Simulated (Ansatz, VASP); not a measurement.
# Cross-check of ZnH2S2 between VASP and Ansatz

Aim: how closely do two programs agree when they are given the same cell, functional and k mesh? The cell is taken from a series of runs on this material, whose earlier steps may have relaxed, scaled, displaced or heated it; both programs get it as it stands.

Method: plane waves, with VASP 6.6.1 beside it; dielectric response at PBE, in Ansatz 0.2.0.

The structure was built from a prototype and need not be the compound's stable phase.

## (1) The structure

Symmetry: P-3m1, No. 164, trigonal system. The conventional cell has a = 3.902 Å, b = 3.902 Å, c = 6.275 Å, α = 90.00°, β = 90.00°, γ = 120.00°. Nearest to Zn lie 6 S at 2.55 Å. Nearest to S lie 1 H at 1.36 Å and 3 Zn at 2.55 Å. H has 1 S at 1.36 Å nearest. As first built, before any earlier steps moved the atoms (in the runner's words): all Mn replaced by Zn and O replaced by S in the P-3m1 structure of MnH2O2. Farther neighbours and most contacts between anions are not listed.

## (2) Ansatz: dielectric response, PBE

Ansatz runs on its default PAW (the set named soft_2) files.

The response to a field tests empty states and converges slowly with the mesh.

Input file input.yaml:

```yaml
crystal:
  lattice:
    - [3.9024483996, 3.0e-09, 0.0]
    - [-1.9512242024, 3.3796194495, 0.0]
    - [0.0, 0.0, 6.2746544598]
  atoms:
    - { symbol: Zn, position: [0.0, 0.0, 0.0] }
    - { symbol: S, position: [0.6666666667, 0.3333333333, 0.8088451515] }
    - { symbol: S, position: [0.3333333333, 0.6666666667, 0.1911548485] }
    - { symbol: H, position: [0.6666666667, 0.3333333333, 0.5926165999] }
    - { symbol: H, position: [0.3333333333, 0.6666666667, 0.4073834001] }
kpoints:
  mp_grid: { grid: [7, 7, 4] }
scf:
  occupations: { method: fixed }
hamiltonian:
  xc: pbe
  pseudopotentials: { kind: paw }
dielectric: {}
```

Command:

```bash
> ansatz run input.yaml --threads 2 --pin off --max-ram 5120MiB --backend cpu --events-out ev --progress --plain --runs-dir out
```

Numbers of over 12 decimals in the logs are rounded to 6 here.

What it wrote:

```text
Engine: ansatz 0.2.0, aarch64-unknown-linux-gnu
Pseudopotentials: kind: paw
Pseudopotential: Zn, paw, valence charge 12, recommended cutoff 420 eV (normal), Zn.paw.azcp
Pseudopotential: S, paw, valence charge 6, recommended cutoff 420 eV (normal), S.paw.azcp
Pseudopotential: H, paw, valence charge 1, recommended cutoff 420 eV (normal), H.paw.azcp
Functional definition: PBE
  parameter kappa = 0.804
  parameter beta = 0.066725
  exchange = pbe_x(kappa = kappa, mu = beta*pi^2/3)
  correlation = pbe_c(beta = beta)
Crystal: 5 atoms, lattice volume = 82.755 Å³
Basis set: ecut = 420 eV, 1641 PW (Γ), exchange–correlation on 54×54×90 points (8 copies of the dense FFT grid, shifted against one another)
Bands: 18, of which v1, the nominal top of the filled ones, is band 13 counted from 1 (12 counted from 0)
Symmetry: 12 space group operations
k-points: 60 of 196 (irreducible under 2 space group operations, time reversal used)
Non-local potential: Zn, projectors of the file, l = 0: 2, l = 1: 2, l = 2: 3, l = 3: 1
Non-local potential: S, projectors of the file, l = 0: 2, l = 1: 2, l = 2: 2
Non-local potential: H, projectors of the file, l = 0: 2, l = 1: 1
PAW form: soft (Blöchl's): semilocal exchange-correlation on the pseudo side does not see the compensation charge
PAW one-centre angular grid: Zn, 590 points (default); XC on 64 Gauss nodes
PAW one-centre angular grid: S, 110 points (default); XC on 64 Gauss nodes
PAW one-centre angular grid: H, 110 points (default); XC on 64 Gauss nodes
Initial density: superposition of atomic densities (neutral atoms: chi_scale 0, normalization atom), corrected by the library's trained network
Initial wavefunctions: pseudopotential atomic-orbital guess
Functional: x = pbe(κ = 0.804, μ = 0.219515), c = pbe(β = 0.066725)
SCF iter   1: F=—  HF=-5156.176577 eV  |F-HF|=—  |Δ(HF+E_count)|=         —  Δρ=1.91e-3  dr2=2.07e-3  ethr=1.77e-3  ⟨swp⟩=5.0  Hψ=4870  notcnv=0  defer=177
preconditioner: auto → Resta (q_TF=auto, 2.250 Å⁻¹)  ε∞=4.6  [insulator: Δε(μ)=2.232 eV  Ē_g=10.968 eV  n_scr=22 (ndim 8)  ℏωp=20.8 eV  f_vac=0.086  ε∞_Penn≈4.6]
SCF iter   2: F=—  HF=-5156.176530 eV  |F-HF|=—  |Δ(HF+E_count)|=   4.68e-5  Δρ=9.35e-4  dr2=4.70e-4  ethr=7.96e-6  ⟨swp⟩=2.0  Hψ=2444  notcnv=0  defer=180
SCF iter   3: F=—  HF=-5156.176839 eV  |F-HF|=—  |Δ(HF+E_count)|=   3.09e-4  Δρ=5.34e-4  dr2=1.77e-4  ethr=1.81e-6  ⟨swp⟩=2.0  Hψ=1799  notcnv=0  defer=180
SCF iter   4: F=—  HF=-5156.176880 eV  |F-HF|=—  |Δ(HF+E_count)|=   4.15e-5  Δρ=1.31e-4  dr2=1.69e-5  ethr=6.80e-7  ⟨swp⟩=2.0  Hψ=1800  notcnv=0  defer=178
SCF iter   5: F=—  HF=-5156.176891 eV  |F-HF|=—  |Δ(HF+E_count)|=   1.11e-5  Δρ=4.62e-5  dr2=2.60e-6  ethr=6.48e-8  ⟨swp⟩=2.0  Hψ=1674  notcnv=0  defer=61
SCF iter   6: F=—  HF=-5156.176894 eV  |F-HF|=—  |Δ(HF+E_count)|=   2.79e-6  Δρ=1.61e-5  dr2=3.01e-7  ethr=9.99e-9  ⟨swp⟩=2.4  Hψ=1734  notcnv=0  defer=60
SCF iter   7: F=—  HF=-5156.176895 eV  |F-HF|=—  |Δ(HF+E_count)|=   4.07e-7  Δρ=6.85e-6  dr2=2.82e-8  ethr=1.16e-9  ⟨swp⟩=2.1  Hψ=1700  notcnv=0  defer=60
SCF iter   8: F=—  HF=-5156.176895 eV  |F-HF|=—  |Δ(HF+E_count)|=   4.32e-8  Δρ=9.47e-7  dr2=9.73e-10  ethr=1.08e-10  ⟨swp⟩=2.2  Hψ=1720  notcnv=0  defer=60
SCF iter   9: F=—  HF=-5156.176895 eV  |F-HF|=—  |Δ(HF+E_count)|=   2.86e-9  Δρ=3.89e-7  dr2=1.50e-10  ethr=3.74e-12  ⟨swp⟩=2.0  Hψ=1713  notcnv=0  defer=60
SCF iter  10: F=-5156.176895 eV  HF=-5156.176895 eV  |F-HF|=2.73e-11  |Δ(HF+E_count)|=  4.59e-10  Δρ=1.04e-7  dr2=9.98e-12  ethr=1.00e-12  ⟨swp⟩=7.0  Hψ=4151  notcnv=0
SCF 1 converged in 10 iterations: F = -5156.176895 eV  dr2 = 9.98e-12
  greatest PAW one-centre occupation: 0.989 electrons in one spin orbital (limit 2), on the Zn atom at site 0 (counted from 0), in its partial waves of l = 2
NSCF: frozen V_eff on 6 k-points
DFPT response loops at Γ: preconditioner auto → Resta (q_TF=auto, 2.250 Å⁻¹)  ε∞=5.2 (no band partly filled); β = 1.00, the filter's whole step (`scf.mixing.beta` (0.50) is not read by the response loops at its default; to damp them type it under 1.00, their step now; it binds the ground state too); Broyden in place of MSR1
── the response to a field inside a basis, on 8×8×4 k-points: an SCF that follows is theirs, and a resumed run solves both again ──
Bands: 14, of which v1, the nominal top of the filled ones, is band 13 counted from 1 (12 counted from 0)
k-points: 72 of 256 (irreducible under 4 space group operations)
Initial density: handed on by an earlier stage of this run
Initial wavefunctions: pseudopotential atomic-orbital guess (no wavefunctions were taken with the density)
Eigensolver: Dense (72 Hₖ)
SCF iter   1: F=—  HF=-5156.176210 eV  |F-HF|=—  |Δ(HF+E_count)|=         —  Δρ=1.98e-4  dr2=8.22e-6  ethr=1.00e-1
preconditioner: auto → Resta (q_TF=auto, 2.250 Å⁻¹)  ε∞=6.2  [insulator: Δε(μ)=2.593 eV  Ē_g=9.124 eV  n_scr=22 (ndim 8)  ℏωp=20.8 eV  f_vac=0.086  ε∞_Penn≈6.2]
SCF iter   2: F=—  HF=-5156.176213 eV  |F-HF|=—  |Δ(HF+E_count)|=   3.89e-6  Δρ=1.84e-4  dr2=1.23e-5  ethr=3.16e-8
SCF iter   3: F=—  HF=-5156.176215 eV  |F-HF|=—  |Δ(HF+E_count)|=   1.13e-6  Δρ=3.80e-5  dr2=2.46e-7  ethr=3.16e-8
SCF iter   4: F=-5156.176214 eV  HF=-5156.176214 eV  |F-HF|=4.45e-8  |Δ(HF+E_count)|=   7.75e-7  Δρ=5.44e-6  dr2=7.55e-9  ethr=9.48e-10
SCF 1 converged in 4 iterations: F = -5156.176214 eV  dr2 = 7.55e-9
DFPT response loops at Γ: preconditioner auto → Resta (q_TF=auto, 2.250 Å⁻¹)  ε∞=4.8 (no band partly filled); β = 1.00, the filter's whole step (`scf.mixing.beta` (0.50) is not read by the response loops at its default; to damp them type it under 1.00, their step now; it binds the ground state too); Broyden in place of MSR1
SCF converged after 10 iterations
Free energy (F): -5156.176895 eV
Harris-Foulkes:  -5156.176895 eV  (|F-HF|=2.73e-11)
Internal energy: -5156.176895 eV  (E = F + TS)
E sigma→0 (E₀):  -5156.176895 eV
Fermi energy:    3.092247 eV
--- Per-component energies (eV) ---
  E_band       = -63.083928
  E_kinetic    = 370.295759
  E_local      = -2816.242450  (includes V_loc(G=0)·N_el)
  E_nonlocal   = 677.555687
  E_hartree    = 1183.463331
  E_xc         = -347.450587
  E_vxc        = -247.486239  (∫ρ·V_xc dr)
  E_paw        = -3033.093976  (= ΣΔE_a)
  E_vpaw       = -414.130713  (= ΣTr[D̂ρ^β])
  E_aug_tail   = -0.002645  (compensation charges beyond the density's cutoff)
  E_ewald      = -1190.702014
  E_smearing   = -0.000000  (= −TS)
  E_closure    = -0.000000  (closes the sum)
  Σ components = -5156.176895   (vs F -5156.176895, Δ=0.00e0)
--- Band table (eV; the first three rows and the last of 60) ---
  k-point 0: bands = [... 9 lower, 2.5459, 2.5459, 2.6781, 2.6781, 5.3291, 6.5102, 8.5113, 9.7504, ... 1 higher]
  k-point 1: bands = [... 9 lower, 2.5214, 2.5214, 2.7083, 2.7083, 5.8995, 6.6699, 8.3519, 9.6373, ... 1 higher]
  k-point 2: bands = [... 9 lower, 2.5032, 2.5032, 2.7321, 2.7321, 6.6913, 6.8607, 8.2622, 8.5541, ... 1 higher]
  k-point 59: bands = [... 9 lower, -0.2651, 0.6547, 1.7779, 2.5426, 6.8934, 7.6342, 8.3911, 9.9136, ... 1 higher]
--- Dielectric response (ions clamped): 3 representative field directions + reference, inside a basis on a mesh of 256 k-points (Σ response iterations 15) ---
  ε∞ (high-frequency dielectric tensor):
        4.912723     0.000000     0.000000
        0.000000     4.912723     0.000000
        0.000000     0.000000     3.730492
  Born effective charges Z* (e; rows j = field, columns β = displacement):
    site 0:
         2.79662    0.00000    0.00000
         0.00000    2.79662    0.00000
         0.00000    0.00000    1.37825
    site 1:
        -1.32519   -0.00000   -0.00000
        -0.00000   -1.32519   -0.00000
        -0.00000   -0.00000   -0.76594
    site 2:
        -1.32519   -0.00000   -0.00000
        -0.00000   -1.32519   -0.00000
        -0.00000   -0.00000   -0.76594
    site 3:
        -0.07311    0.00000    0.00000
        -0.00000   -0.07311    0.00000
         0.00000    0.00000    0.07681
    site 4:
        -0.07311    0.00000    0.00000
        -0.00000   -0.07311    0.00000
         0.00000    0.00000    0.07681
  Z* charge neutrality: 3.889e-3 e pre-enforcement
  solved inside a basis spanned on kpoints, on 8×8×4 k-points, its susceptibility summed on 12×12×6: ε∞ is read to err by 1.7e-2, Z* by 1.7e-2 e (field_mesh: kpoints solves on kpoints); Z* is corrected for what the basis lacks
```

The column dr2 measures how far the density is from self-consistency, as an energy; F and HF (Harris–Foulkes) agree once it is small.

(Part 1 of 2 ends here.)

[Lines on the potential files, build, host, timing and source positions are cut from VASP's logs without a mark.]

[Logs are printed without paths, hosts, clocks, repeated set-up lines and the standing remarks that a program may print on its own settings, such as how far it seeks lower states.]

[Hosts, paths, dates, database ids (printed as entryN), source tags and the programs' standing remarks are cut or masked in the printed files.]
